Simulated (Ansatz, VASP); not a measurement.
## Cross-check of H30C41O6 (amorphous poly(ether ketone) at 400 K) between VASP and Ansatz

Wanted: the spread between two codes on one cell, functional and k mesh. The cell is taken from a series of runs on this material, whose earlier steps may have relaxed, scaled, displaced or heated it; both programs get it as it stands.

Main program and level: Ansatz 0.2.0; plane waves, with VASP 6.6.1 beside it; single point at PBE with D3(BJ).

## (1) Set-up

The cell holds 154 atoms: 82 C, 12 O and 60 H. Its edges and angles: a = 12.148 Å, b = 12.148 Å, c = 12.148 Å, α = 90.0°, β = 90.0°, γ = 90.0°. As first built, before any earlier steps moved the atoms (in the runner's words): 2 poly(ether ketone) chains of 3 units placed at random, at 1.15 g/cm^3; overlaps pushed apart, then 20 ps at 800 K with MMFF94 bonds, angles, torsions, charges and radii (Halgren, J. Comput. Chem. 17, 490 (1996)) in harmonic and 12-6 forms; charges of ions scaled by 0.8. Snapshot after 30 ps at 400 K and fixed volume.

## (2) VASP: single point, PBE with D3(BJ)

With cell and atoms fixed, the geometry can't cause a difference; cores, projectors, grids and the points listed under the comparison can.

Lines of VASP's logs that name or quote its potential files are left out, and so is its time.

INCAR

```
SYSTEM = H30C41O6
PREC = Accurate
ENCUT = 600
EDIFF = 1E-06
NELM = 120
ISMEAR = 0
SIGMA = 0.025
LREAL = Auto
ALGO = Normal
GGA = PE
IVDW = 12
NBANDS = 337
LORBIT = 11
LWAVE = .FALSE.
LCHARG = .FALSE.
ISIF = 2
LASPH = .TRUE.
GGA_COMPAT = .FALSE.
EFERMI = MIDGAP
```

POSCAR

```
H30C41O6
1.0
   12.1484600000      0.0000000000      0.0000000000
    0.0000000000     12.1484600000      0.0000000000
    0.0000000000      0.0000000000     12.1484600000
C O H
82 12 60
Direct
    0.2420100000      0.4161100000      0.2028000000
    0.3110600000      0.3494600000      0.2810000000
    0.4095800000      0.3002800000      0.2455400000
    0.4761500000      0.2421100000      0.3180500000
    0.4487700000      0.2333600000      0.4303200000
    0.3483000000      0.2790100000      0.4654200000
    0.2807500000      0.3351100000      0.3914000000
    0.5278200000      0.1760200000      0.5049000000
    0.5470100000      0.2193200000      0.6169900000
    0.5171600000      0.3269000000      0.6473300000
    0.5435800000      0.3705300000      0.7495500000
    0.5997400000      0.3053100000      0.8261500000
    0.6302000000      0.1972800000      0.7985200000
    0.6056400000      0.1560500000      0.6950700000
    0.6033400000      0.4468000000      0.9631000000
    0.6886400000      0.5178300000      0.9935700000
    0.6644900000      0.6240000000      0.0283100000
    0.5545600000      0.6610600000      0.0355300000
    0.4697200000      0.5855600000      0.0103200000
    0.4933100000      0.4799800000      0.9734600000
    0.5255700000      0.7709100000      0.0796100000
    0.6088000000      0.8600200000      0.0753200000
    0.6167800000      0.9359000000      0.1625400000
    0.6957500000      0.0185800000      0.1612500000
    0.7661700000      0.0287000000      0.0704800000
    0.7551000000      0.9586700000      0.9797200000
    0.6781200000      0.8742300000      0.9838300000
    0.9320600000      0.1138000000      0.0067700000
    0.9929100000      0.0188700000      0.9828700000
    0.0804800000      0.0254300000      0.9094400000
[... 118 atom lines left out ...]
    0.2512700000      0.8400500000      0.1174500000
    0.9391800000      0.7016400000      0.2210400000
    0.9384400000      0.5844200000      0.0537600000
    0.1808100000      0.9781100000      0.2361700000
    0.2583400000      0.8707400000      0.3020400000
    0.1588100000      0.9485500000      0.3790100000
```

KPOINTS

```
Automatic mesh
0
Gamma
1 1 1
0 0 0
```

Potentials, in the order of the species: C, O and H (PBE family, release 64).

Launch:

```console
$ export OMP_NUM_THREADS=3
$ mpirun -np 1 vasp_gam
```

Numbers of over 12 decimals in the logs are rounded to 6 here.

Log:

```text
[banner, memory and clock lines left out]
running    1 mpi-ranks, on    1 nodes
[...]
Offloading initialized ...    1 GPUs detected
[...]
LDA part: xc-table for (Slater+PW92), standard interpolation
 POSCAR, INCAR and KPOINTS ok, starting setup
[...]
entering main loop
       N       E                     dE             d eps       ncg     rms          rms(c)
DAV:   1     0.357786779390E+04    0.35779E+04   -0.25914E+05   690   0.141E+03
DAV:   2    -0.700353774652E+03   -0.42782E+04   -0.40430E+04   851   0.310E+02
DAV:   3    -0.111404209634E+04   -0.41369E+03   -0.40879E+03   828   0.980E+01
DAV:   4    -0.112505941546E+04   -0.11017E+02   -0.10969E+02   844   0.179E+01
[...]
DAV:  18    -0.103700956069E+04    0.45970E-05   -0.24685E-05   844   0.125E-02    0.536E-03
DAV:  19    -0.103700955894E+04    0.17519E-05   -0.42783E-06   772   0.639E-03    0.247E-03
DAV:  20    -0.103700955867E+04    0.27060E-06   -0.20545E-06   596   0.367E-03
   1 F= -.10473975E+04 E0= -.10473975E+04  d E =0.000000E+00
```

Parts of OUTCAR (step 2):

```text
  FREE ENERGIE OF THE ION-ELECTRON SYSTEM (eV)
  ---------------------------------------------------
  free  energy   TOTEN  =     -1047.3975267358 eV

  energy  without entropy=    -1047.3975267358  energy(sigma->0) =    -1047.39752674
```

The run ends at a pressure of -0.41 GPa, with forces up to 0.69 eV/Å.

## (3) Ansatz: single point, PBE with D3(BJ)

Ansatz runs on its default PAW (the set named soft_2) files.

The same cell, functional, mesh and smearing now go to Ansatz, which takes its cutoff from its data sets.

input.yaml

```yaml
crystal:
  lattice:
    - [12.14846, 0.0, 0.0]
    - [0.0, 12.14846, 0.0]
    - [0.0, 0.0, 12.14846]
  atoms:
    - { symbol: C, position: [0.24201, 0.41611, 0.2028] }
    - { symbol: C, position: [0.31106, 0.34946, 0.281] }
    - { symbol: C, position: [0.40958, 0.30028, 0.24554] }
    - { symbol: C, position: [0.47615, 0.24211, 0.31805] }
    - { symbol: C, position: [0.44877, 0.23336, 0.43032] }
    - { symbol: C, position: [0.3483, 0.27901, 0.46542] }
    - { symbol: C, position: [0.28075, 0.33511, 0.3914] }
    - { symbol: C, position: [0.52782, 0.17602, 0.5049] }
    - { symbol: O, position: [0.58151, 0.09561, 0.46966] }
    - { symbol: C, position: [0.54701, 0.21932, 0.61699] }
    - { symbol: C, position: [0.51716, 0.3269, 0.64733] }
    - { symbol: C, position: [0.54358, 0.37053, 0.74955] }
    - { symbol: C, position: [0.59974, 0.30531, 0.82615] }
    - { symbol: C, position: [0.6302, 0.19728, 0.79852] }
    - { symbol: C, position: [0.60564, 0.15605, 0.69507] }
    - { symbol: O, position: [0.63283, 0.34213, 0.92807] }
    - { symbol: C, position: [0.60334, 0.4468, 0.9631] }
    - { symbol: C, position: [0.68864, 0.51783, 0.99357] }
    - { symbol: C, position: [0.66449, 0.624, 0.02831] }
    - { symbol: C, position: [0.55456, 0.66106, 0.03553] }
    - { symbol: C, position: [0.46972, 0.58556, 0.01032] }
    - { symbol: C, position: [0.49331, 0.47998, 0.97346] }
    - { symbol: C, position: [0.52557, 0.77091, 0.07961] }
    - { symbol: O, position: [0.43321, 0.78768, 0.12213] }
    - { symbol: C, position: [0.6088, 0.86002, 0.07532] }
    - { symbol: C, position: [0.61678, 0.9359, 0.16254] }
    - { symbol: C, position: [0.69575, 0.01858, 0.16125] }
    - { symbol: C, position: [0.76617, 0.0287, 0.07048] }
    - { symbol: C, position: [0.7551, 0.95867, 0.97972] }
    - { symbol: C, position: [0.67812, 0.87423, 0.98383] }
[... 118 atom lines left out ...]
    - { symbol: H, position: [0.25127, 0.84005, 0.11745] }
    - { symbol: H, position: [0.93918, 0.70164, 0.22104] }
    - { symbol: H, position: [0.93844, 0.58442, 0.05376] }
    - { symbol: H, position: [0.18081, 0.97811, 0.23617] }
    - { symbol: H, position: [0.25834, 0.87074, 0.30204] }
    - { symbol: H, position: [0.15881, 0.94855, 0.37901] }
kpoints:
  mp_grid: { grid: [1, 1, 1] }
hamiltonian:
  xc: pbe
  dispersion: d3bj
scf:
  occupations: { method: gaussian, width: 0.025 }
output:
  forces: true
  stress: true
  populations: true
  dos:
    method: { smearing: { sigma: 0.15 } }
    de: 0.1
    projected: { site_lists: { C: [C], H: [H], O: [O] } }
  eigenvalues: true
```

Launch:

```console
$ ansatz run input.yaml --threads 4 --pin off --max-ram 8192MiB --backend cpu --events-out ev --progress --plain --runs-dir out
```

Log:

```text
Engine: ansatz 0.2.0, aarch64-unknown-linux-gnu
Pseudopotentials: kind: paw
Pseudopotential: C, paw, valence charge 4, recommended cutoff 420 eV (normal), C.paw.azcp
Pseudopotential: O, paw, valence charge 6, recommended cutoff 420 eV (normal), O.paw.azcp
Pseudopotential: H, paw, valence charge 1, recommended cutoff 420 eV (normal), H.paw.azcp
Functional definition: PBE
  parameter kappa = 0.804
  parameter beta = 0.066725
  exchange = pbe_x(kappa = kappa, mu = beta*pi^2/3)
  correlation = pbe_c(beta = beta)
Crystal: 154 atoms, lattice volume = 1792.931 Å³
Basis set: ecut = 420 eV, 35033 PW (Γ), exchange–correlation on 180×180×180 points (8 copies of the dense FFT grid, shifted against one another)
Bands: 384, of which v1, the nominal top of the filled ones, is band 230 counted from 1 (229 counted from 0)
Symmetry: 1 space group operations
Space group: P1 (ITA 1), of the structure as read, at distance tolerance 1.2e-4 Å
k-points: 1
Non-local potential: C, projectors of the file, l = 0: 2, l = 1: 2, l = 2: 1
Non-local potential: O, projectors of the file, l = 0: 2, l = 1: 2, l = 2: 1
Non-local potential: H, projectors of the file, l = 0: 2, l = 1: 1
PAW form: soft (Blöchl's): semilocal exchange-correlation on the pseudo side does not see the compensation charge
PAW one-centre angular grid: C, 110 points (default); XC on 64 Gauss nodes
PAW one-centre angular grid: O, 110 points (default); XC on 64 Gauss nodes
PAW one-centre angular grid: H, 110 points (default); XC on 64 Gauss nodes
Initial density: superposition of atomic densities (neutral atoms: chi_scale 0, normalization atom), corrected by the library's trained network
Initial wavefunctions: pseudopotential atomic-orbital guess
Functional: x = pbe(κ = 0.804, μ = 0.219515), c = pbe(β = 0.066725)
SCF iter   1: F=—  HF=-28337.504110 eV  |F-HF|=—  |Δ(HF+E_count)|=         —  Δρ=5.06e-3  dr2=6.06e-1  ethr=1.77e-3  ⟨swp⟩=6.0  Hψ=1749  notcnv=0  defer=57
preconditioner: auto → Resta (q_TF=auto, 2.175 Å⁻¹)  ε∞=2.6  [insulator: Δε(μ)=2.645 eV  Ē_g=14.972 eV  σ=0.025 eV  W_gap=1.00  n_scr=304 (ndim 8)  ℏωp=18.6 eV  f_vac=0.258  D(μ)=0.00/eV (n_scr^D=0)  ε∞_Penn≈2.6]
SCF iter   2: F=—  HF=-28337.390668 eV  |F-HF|=—  |Δ(HF+E_count)|=   1.13e-1  Δρ=2.18e-3  dr2=7.65e-2  ethr=1.32e-4  ⟨swp⟩=2.0  Hψ=590  notcnv=0  defer=148
SCF iter   3: F=—  HF=-28337.394073 eV  |F-HF|=—  |Δ(HF+E_count)|=   3.40e-3  Δρ=1.05e-3  dr2=2.19e-2  ethr=1.66e-5  ⟨swp⟩=2.0  Hψ=463  notcnv=0  defer=148
SCF iter   4: F=—  HF=-28337.395133 eV  |F-HF|=—  |Δ(HF+E_count)|=   1.06e-3  Δρ=5.72e-4  dr2=6.36e-3  ethr=4.76e-6  ⟨swp⟩=2.0  Hψ=466  notcnv=0  defer=148
SCF iter   5: F=—  HF=-28337.394297 eV  |F-HF|=—  |Δ(HF+E_count)|=   8.35e-4  Δρ=1.97e-4  dr2=8.62e-4  ethr=1.38e-6  ⟨swp⟩=2.0  Hψ=466  notcnv=0  defer=148
SCF iter   6: F=—  HF=-28337.394198 eV  |F-HF|=—  |Δ(HF+E_count)|=   9.86e-5  Δρ=9.27e-5  dr2=1.67e-4  ethr=1.87e-7  ⟨swp⟩=2.0  Hψ=462  notcnv=0  defer=148
SCF iter   7: F=—  HF=-28337.394170 eV  |F-HF|=—  |Δ(HF+E_count)|=   2.89e-5  Δρ=3.01e-5  dr2=2.01e-5  ethr=3.62e-8  ⟨swp⟩=2.0  Hψ=466  notcnv=0  defer=148
SCF iter   8: F=—  HF=-28337.396969 eV  |F-HF|=—  |Δ(HF+E_count)|=   2.80e-3  Δρ=1.09e-5  dr2=2.54e-6  ethr=4.38e-9  ⟨swp⟩=2.0  Hψ=614  notcnv=0  defer=148
SCF iter   9: F=—  HF=-28337.396970 eV  |F-HF|=—  |Δ(HF+E_count)|=   9.84e-8  Δρ=4.74e-6  dr2=4.47e-7  ethr=5.52e-10  ⟨swp⟩=2.0  Hψ=466  notcnv=0  defer=148
SCF iter  10: F=—  HF=-28337.396970 eV  |F-HF|=—  |Δ(HF+E_count)|=   2.38e-8  Δρ=2.94e-6  dr2=1.55e-7  ethr=2.17e-11  ⟨swp⟩=20.0  Hψ=2451  notcnv=0
SCF iter  11: F=-28337.396970 eV  HF=-28337.396970 eV  |F-HF|=1.19e-8  |Δ(HF+E_count)|=   1.91e-8  Δρ=9.90e-7  dr2=1.99e-8  ethr=2.17e-11  ⟨swp⟩=5.0  Hψ=1280  notcnv=0
SCF 1 converged in 11 iterations: F = -28337.396970 eV  dr2 = 1.99e-8
  greatest PAW one-centre occupation: 0.876 electrons in one spin orbital (limit 2), on the O atom at site 115 (counted from 0), in its partial waves of l = 0
SCF converged after 11 iterations
Free energy (F): -28337.396970 eV
Harris-Foulkes:  -28337.396970 eV  (|F-HF|=1.19e-8)
Internal energy: -28337.396970 eV  (E = F + TS)
E sigma→0 (E₀):  -28337.396970 eV
Fermi energy:    1.201299 eV
--- Per-component energies (eV) ---
  E_band       = -3387.482968
  E_kinetic    = 10325.690985
  E_local      = -33841.476115  (includes V_loc(G=0)·N_el)
  E_nonlocal   = 2925.998915
  E_hartree    = 12441.961711
  E_xc         = -5329.698877
  E_vxc        = -6653.507813  (∫ρ·V_xc dr)
  E_paw        = -10076.922248  (= ΣΔE_a)
  E_vpaw       = -1028.056709  (= ΣTr[D̂ρ^β])
  E_aug_tail   = -0.051891  (compensation charges beyond the density's cutoff)
  E_ewald      = -4772.509894
  E_disp       = -10.389555  (pairwise vdW)
  E_smearing   = -0.000000  (= −TS)
  E_closure    = 0.000000  (closes the sum)
  Σ components = -28337.396970   (vs F -28337.396970, Δ=0.00e0)
[...]
atom 132  H     -0.00131399     0.00250029     0.00298604
  atom 133  H      0.01190022    -0.00504089     0.00244651
  atom 134  H      0.00209243    -0.00645047     0.00305947
  atom 135  H      0.00271653     0.00923777     0.00127304
  atom 136  H     -0.00370857     0.00119062     0.00020082
  atom 137  H      0.01020123    -0.00346025     0.00399818
  atom 138  H      0.00085504     0.01809228     0.00410389
  atom 139  H      0.03050949     0.00748067    -0.00794340
  atom 140  H     -0.00358275     0.00864167    -0.01367815
  atom 141  H     -0.00611848     0.01055131    -0.01983887
  atom 142  H     -0.01275025    -0.01219357     0.03773387
  atom 143  H      0.00872903    -0.02268839     0.04553488
  atom 144  H     -0.00100486    -0.00208088    -0.00272602
  atom 145  H      0.00792082     0.00134046     0.00924273
  atom 146  H     -0.00056993    -0.00056355     0.00380686
  atom 147  H     -0.00961064     0.00317889     0.00020784
  atom 148  H     -0.00765873     0.00199913    -0.02029680
  atom 149  H     -0.04462789     0.02080278     0.00775962
  atom 150  H      0.01563378     0.01292752     0.00042574
  atom 151  H      0.00594748    -0.01158393    -0.00444059
  atom 152  H     -0.00021751     0.00132534    -0.00164643
  atom 153  H     -0.00270213    -0.00445897     0.01259113
  atom 154  H      0.00807321    -0.00335250     0.00410264
  max |Σ_I F_I| component: 3.25e-5 eV/Å
--- Stress (GPa, compression-positive) ---
       -0.569455       0.126264       0.015066
        0.126263      -0.436895      -0.070234
        0.015066      -0.070236      -0.413823
  P = ⅓ Tr σ = -0.4734 GPa (-4.734 kbar)
--- Band table (eV) ---
  k-point 0: bands = [... 226 lower, -0.0923, -0.0712, -0.0153, 0.0076, 2.3950, 2.5989, 2.6187, 2.7649, ... 150 higher]
--- Löwdin populations: 154 sites ---
  site symbol       q [e]
     0      C      4.4631
     1      C      3.9148
     2      C      4.1303
     3      C      4.0989
     4      C      4.0164
     5      C      4.1271
     6      C      4.1395
     7      C      3.6218
     8      O      6.4087
     9      C      4.0242
    10      C      4.0932
    11      C      4.1851
    12      C      3.7358
    13      C      4.1378
    14      C      4.0798
    15      O      6.2346
    16      C      3.7432
    17      C      4.1387
    18      C      4.1009
    19      C      4.0224
    20      C      4.0899
    21      C      4.1619
    22      C      3.6213
    23      O      6.4039
[...]
146      H      0.8053
   147      H      0.8058
   148      H      0.7887
   149      H      0.7824
   150      H      0.8057
   151      H      0.8034
   152      H      0.8050
   153      H      0.7764
  spilling = 0.012409 (of n_electrons = 460.000000)
```

Reading the cycles: dr2 is the Hartree energy of the density residual (eV), the measure of convergence; HF is the Harris–Foulkes estimate of the energy, which meets the free energy F at convergence.

## (4) Differences

Known differences besides the potentials themselves: the cutoff is 420 eV in Ansatz and 600 eV in VASP (PREC = Accurate, projectors in real space). Total energies have different zeros and are not compared.

The two programs side by side:

| quantity | Ansatz | VASP | difference |
| --- | --- | --- | --- |
| pressure (GPa) | -0.47 | -0.41 | -0.07 |
| gap on the k mesh (eV) | 2.387 | 2.381 | +0.006 |

Forces on 9 of the 154 atoms, those with the largest forces and the largest differences (eV/Å; atoms numbered as in POSCAR):

| atom | Ansatz x, y, z | VASP x, y, z |
| --- | --- | --- |
| C8 | 0.293, -0.511, -0.362 | 0.095, -0.220, -0.237 |
| C18 | 0.057, -0.661, -0.143 | 0.056, -0.639, -0.139 |
| C21 | -0.768, 0.508, 0.436 | -0.439, 0.452, 0.285 |
| C49 | -0.052, 0.114, 0.431 | -0.008, -0.032, 0.075 |
| O83 | -0.333, 0.524, 0.251 | -0.125, 0.217, 0.117 |
| O85 | 0.877, -0.234, -0.344 | 0.525, -0.169, -0.182 |
| O89 | 0.034, -0.167, -0.415 | -0.012, -0.007, -0.035 |
| O91 | -0.154, -0.265, 0.183 | 0.021, 0.045, -0.036 |
| O93 | 0.022, 0.071, -0.015 | -0.181, -0.302, 0.014 |

The forces differ by 69 meV/Å r.m.s., which is 84.3 % of the r.m.s. force of 0.082 eV/Å (both taken over all components). A gap on the mesh is an upper bound, since the band edges may lie between its points.

## (5) Results

```yaml
r_m_s_force_difference_single_point_pbe_with_d3_bj: 69 meV/Å
```

**Reading.** The r.m.s. force difference is 69 meV/Å (single point, PBE with D3(BJ)), beyond the 12 meV/Å picked in this series as the mark of a large difference. What causes the difference of the single point, PBE with D3(BJ) pair stays open here. How closely two codes agree says nothing of how well the functional describes the real material.

[Lines on the potential files, build, host, timing and source positions are cut from VASP's logs without a mark.]

[Logs are printed without paths, hosts, clocks, repeated set-up lines and the standing remarks that a program may print on its own settings, such as how far it seeks lower states.]

[Hosts, paths, dates, database ids (printed as entryN), source tags and the programs' standing remarks are cut or masked in the printed files.]

[The MMFF94 radii named for the starting cell were scaled by 0.96; in molecules described by MMFF94, hydrogen bound to N, O or S took a small fixed 12-6 site in their place.]
